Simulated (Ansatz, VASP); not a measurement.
# Cross-check of Ti5P3 (Ti5P3 (Pnma)) between VASP and Ansatz, part 2 of 2

Wanted: the spread between two codes on one cell, functional and k mesh. Of the first pair: The structure shown is the start of the Ansatz relaxation below; VASP solves that cell, so the two are compared at the walk's first step.

VASP 6.6.1 and Ansatz 0.2.0.

So far. Step 3 (VASP: single point, PBEsol, start cell, pair 1): The run ends at a pressure of -4.56 GPa, with forces up to 0.072 eV/Å.

### Step 5. Ansatz: relaxation, PBEsol

Level of this step: Ansatz beside VASP: Kohn-Sham DFT, plane waves, PBEsol (Ansatz).

This run makes the geometry at which the two programs are then compared. The cell compared in this pair holds 456.62 Å³, against 469.86 Å³ for the pair before.

The structure compared here is the end of the Ansatz relaxation.

File input.yaml:

```yaml
crystal:
  lattice:
    - [9.7798485, 0.0, 0.0]
    - [0.0, 7.4029832, 0.0]
    - [0.0, 0.0, 6.4897165]
  atoms:
    - { symbol: Ti, position: [0.77659751, 0.25, 0.8440712] }
    - { symbol: Ti, position: [0.07292469, 0.95493833, 0.80543803] }
    - { symbol: Ti, position: [0.20760583, 0.25, 0.14464576] }
    - { symbol: Ti, position: [0.22340249, 0.75, 0.1559288] }
    - { symbol: Ti, position: [0.70760583, 0.25, 0.35535424] }
    - { symbol: Ti, position: [0.57292469, 0.95493833, 0.69456197] }
    - { symbol: Ti, position: [0.50008014, 0.25, 0.96976597] }
    - { symbol: Ti, position: [0.49991986, 0.75, 0.03023403] }
    - { symbol: Ti, position: [0.92707531, 0.04506167, 0.19456197] }
    - { symbol: Ti, position: [0.29239417, 0.75, 0.64464576] }
    - { symbol: Ti, position: [0.99991986, 0.75, 0.46976597] }
    - { symbol: Ti, position: [0.57292469, 0.54506167, 0.69456197] }
    - { symbol: Ti, position: [0.72340249, 0.75, 0.3440712] }
    - { symbol: Ti, position: [0.27659751, 0.25, 0.6559288] }
    - { symbol: Ti, position: [0.42707531, 0.04506167, 0.30543803] }
    - { symbol: Ti, position: [0.42707531, 0.45493833, 0.30543803] }
    - { symbol: Ti, position: [0.79239417, 0.75, 0.85535424] }
    - { symbol: Ti, position: [0.92707531, 0.45493833, 0.19456197] }
    - { symbol: Ti, position: [0.07292469, 0.54506167, 0.80543803] }
    - { symbol: Ti, position: [8.014e-05, 0.25, 0.53023403] }
    - { symbol: P, position: [0.48647496, 0.75, 0.42352479] }
    - { symbol: P, position: [0.32611878, 0.99089631, 0.92822698] }
    - { symbol: P, position: [0.01352504, 0.25, 0.92352479] }
    - { symbol: P, position: [0.17388122, 0.49089631, 0.42822698] }
    - { symbol: P, position: [0.98647496, 0.75, 0.07647521] }
    - { symbol: P, position: [0.67388122, 0.49089631, 0.07177302] }
    - { symbol: P, position: [0.51352504, 0.25, 0.57647521] }
    - { symbol: P, position: [0.82611878, 0.50910369, 0.57177302] }
    - { symbol: P, position: [0.82611878, 0.99089631, 0.57177302] }
    - { symbol: P, position: [0.32611878, 0.50910369, 0.92822698] }
    - { symbol: P, position: [0.67388122, 0.00910369, 0.07177302] }
    - { symbol: P, position: [0.17388122, 0.00910369, 0.42822698] }
basis:
  ecutwfc: 420
  xc_grid: 2
hamiltonian:
  xc: pbesol
kpoints:
  mp_grid: { grid: [4, 5, 6] }
scf:
  occupations: { method: fermi_dirac, width: 0.05 }
  max_iter: 150
output:
  forces: true
  stress: true
relax:
  f_tol: 0.01
  max_steps: 60
  cell: {}
checkpoint:
  write: "../pbesol.run"
  compress: false
  write_wavefunctions: false
  write_every: 100000
```

Started as:

```
ansatz run input.yaml --threads 4 --pin off --max-ram 6594MiB --backend cpu --events-out ev --progress --plain --runs-dir out
```

Numbers of over 12 decimals in the logs are rounded to 6 here.

The program printed:

```text
[...]
Crystal: 32 atoms, lattice volume = 469.856 Å³
Basis set: ecut = 420 eV, 9185 PW (Γ), exchange–correlation on 144×100×90 points (8 copies of the dense FFT grid, shifted against one another)
Bands: 182, of which v1, the nominal top of the filled ones, is band 150 counted from 1 (149 counted from 0)
Symmetry: 8 space group operations
[...]
k-points: 36 of 120
[...]
- { symbol: P, position: [0.985015, 0.750000, 0.080637] }
    - { symbol: P, position: [0.673742, 0.490606, 0.070734] }
    - { symbol: P, position: [0.514985, 0.250000, 0.580637] }
    - { symbol: P, position: [0.826258, 0.509394, 0.570734] }
    - { symbol: P, position: [0.826258, 0.990606, 0.570734] }
    - { symbol: P, position: [0.326258, 0.509394, 0.929266] }
    - { symbol: P, position: [0.673742, 0.00939358, 0.070734] }
    - { symbol: P, position: [0.173742, 0.00939358, 0.429266] }
[key lines of the parts left out:]
SCF converged after 6 iterations
Free energy (F): -58397.820702 eV
Fermi energy:    14.627101 eV
P = ⅓ Tr σ = -0.0002 GPa (-0.002 kbar)
```

### Step 6. VASP: single point, PBEsol, relaxed cell, pair 2

The same cell, functional, mesh and smearing now go to VASP, with its own data sets.

File INCAR:

```
SYSTEM = Ti5P3
PREC = Accurate
ENCUT = 500
EDIFF = 1E-06
NELM = 120
ISMEAR = -1
SIGMA = 0.05
LREAL = Auto
ALGO = Normal
GGA = PS
NBANDS = 176
LASPH = .TRUE.
LORBIT = 11
LWAVE = .FALSE.
LCHARG = .FALSE.
ISIF = 2
GGA_COMPAT = .FALSE.
KPAR = 4
```

File POSCAR:

```
Ti5P3
1.0
    9.6367082330      0.0000000000      0.0000000000
    0.0000000000      7.3687150233      0.0000000000
    0.0000000000      0.0000000000      6.4303491072
Ti P
20 12
Direct
    0.7750173084      0.2500000000      0.8393434154
    0.0704267929      0.9535636553      0.8066790476
    0.2075907464      0.2500000000      0.1469707990
    0.2249826916      0.7500000000      0.1606565846
    0.7075907464      0.2500000000      0.3530292010
    0.5704267929      0.9535636553      0.6933209524
    0.4993525491      0.2500000000      0.9708742418
    0.5006474509      0.7500000000      0.0291257582
    0.9295732071      0.0464363447      0.1933209524
    0.2924092536      0.7500000000      0.6469707990
    0.0006474509      0.7500000000      0.4708742418
    0.5704267929      0.5464363447      0.6933209524
    0.7249826916      0.7500000000      0.3393434154
    0.2750173084      0.2500000000      0.6606565846
    0.4295732071      0.0464363447      0.3066790476
    0.4295732071      0.4535636553      0.3066790476
    0.7924092536      0.7500000000      0.8530292010
    0.9295732071      0.4535636553      0.1933209524
    0.0704267929      0.5464363447      0.8066790476
    0.9993525491      0.2500000000      0.5291257582
    0.4850146617      0.7500000000      0.4193633371
    0.3262579967      0.9906064180      0.9292660715
    0.0149853383      0.2500000000      0.9193633371
    0.1737420033      0.4906064180      0.4292660715
    0.9850146617      0.7500000000      0.0806366629
    0.6737420033      0.4906064180      0.0707339285
    0.5149853383      0.2500000000      0.5806366629
    0.8262579967      0.5093935820      0.5707339285
    0.8262579967      0.9906064180      0.5707339285
    0.3262579967      0.5093935820      0.9292660715
    0.6737420033      0.0093935820      0.0707339285
    0.1737420033      0.0093935820      0.4292660715
```

File KPOINTS:

```
Automatic mesh
0
Gamma
4 5 6
0 0 0
```

Potentials, in the order of the species: Ti_sv and P (PBE family, release 64).

Started as:

```
mpirun -np 4 vasp_std
```

The program printed:

```text
[banner, memory and clock lines left out]
running    4 mpi-ranks, on    1 nodes
[...]
[... a notice as in an earlier step ...]

 LDA part: xc-table for (Slater+PW92), standard interpolation
 POSCAR, INCAR and KPOINTS ok, starting setup
[...]
entering main loop
       N       E                     dE             d eps       ncg     rms          rms(c)
DAV:   1     0.448452151766E+04    0.44845E+04   -0.13694E+05 12712   0.199E+03
DAV:   2     0.456950409472E+03   -0.40276E+04   -0.39415E+04 12672   0.653E+02
DAV:   3    -0.207206301086E+03   -0.66416E+03   -0.64119E+03 18024   0.226E+02
DAV:   4    -0.300855666551E+03   -0.93649E+02   -0.92198E+02 18672   0.738E+01
[...]
DAV:  16    -0.275061593626E+03   -0.66733E-05   -0.10091E-04 20272   0.368E-02    0.112E-02
DAV:  17    -0.275061596931E+03   -0.33048E-05   -0.12163E-05 17168   0.134E-02    0.595E-03
DAV:  18    -0.275061596785E+03    0.14578E-06   -0.35828E-06 10664   0.745E-03
   1 F= -.27506160E+03 E0= -.27497926E+03  d E =-.164665E+00
```

From OUTCAR (step 6):

```text
  Total        0.1234914      0.1886750      0.4187321      0.0000000     -0.0000000      0.0000000
  in kB        0.4333037      0.6620183      1.4692367      0.0000000     -0.0000000      0.0000000
  external PRESSURE =       0.8548529 kB  Pullay stress =       0.0000000 kB

 POSITION                                       TOTAL-FORCE (eV/Angst)
 -----------------------------------------------------------------------------------
      7.46862      1.84218      5.39727        -0.009125      0.000000     -0.022902
      0.67868      7.02654      5.18723        -0.002429     -0.005756      0.009306
      2.00049      1.84218      0.94507         0.005110      0.000000      0.004876
      2.16809      5.52654      1.03308         0.009125      0.000000      0.022902
      6.81885      1.84218      2.27010         0.005110     -0.000000     -0.004876
      5.49704      7.02654      4.45830        -0.002429     -0.005756     -0.009306
      4.81211      1.84218      6.24306        -0.027613      0.000000      0.027003
      4.82459      5.52654      0.18729         0.027613      0.000000     -0.027003
      8.95803      0.34218      1.24312         0.002429      0.005756     -0.009306
      2.81786      5.52654      4.16025        -0.005110     -0.000000      0.004876
      0.00624      5.52654      3.02789         0.027613     -0.000000      0.027003
      5.49704      4.02653      4.45830        -0.002429      0.005756     -0.009306
      6.98645      5.52654      2.18210         0.009125      0.000000     -0.022902
      2.65026      1.84218      4.24825        -0.009125      0.000000      0.022902
[...]
-----------------------------------------------------------------------------------
    total drift:                               -0.000000      0.000000      0.000000

  FREE ENERGIE OF THE ION-ELECTRON SYSTEM (eV)
  ---------------------------------------------------
  free  energy   TOTEN  =      -275.0615967854 eV

  energy  without entropy=     -274.8969317297  energy(sigma->0) =     -274.97926426

[... 1 part as in an earlier step ...]

[... 2 further parts left out ...]
[key lines of the parts left out:]
E-fermi :  10.3045
```

The run ends at a pressure of 0.09 GPa, with forces up to 0.039 eV/Å.

### Step 7. Side by side

What differs besides the data sets and the points named for the pairs above, as far as they apply: the cutoff is 420 eV in Ansatz and 500 eV in VASP (PREC = Accurate, projectors in real space); Ansatz's pressure holds a Pulay correction, VASP's none. Total energies have different zeros and are not compared.

The two programs side by side:

```
      quantity  Ansatz  VASP  difference
pressure (GPa)    0.00  0.09       -0.09
```

At this near-relaxed geometry the largest component of a force difference is 22 meV/Å.

### Step 8. Outcome

```json
{"r.m.s. force difference (single point, PBEsol, start cell, pair 1)": "4.9 meV/Å", "difference in pressure (single point, PBEsol, relaxed cell, pair 2)": "-0.086 GPa", "r.m.s. force difference (single point, PBEsol, relaxed cell, pair 2)": "8.9 meV/Å"}
```

In words: The r.m.s. force difference is 8.9 meV/Å (single point, PBEsol, relaxed cell, pair 2), within the 12 meV/Å picked in this series as the mark of a large difference. Such differences can come from data sets, numerical settings and the points named under the comparisons, not from the functional's error against experiment.

[Lines on the potential files, build, host, timing and source positions are cut from VASP's logs without a mark.]

[Logs are printed without paths, hosts, clocks, repeated set-up lines and the standing remarks that a program may print on its own settings, such as how far it seeks lower states.]

[Hosts, paths, dates, database ids (printed as entryN), source tags and the programs' standing remarks are cut or masked in the printed files.]
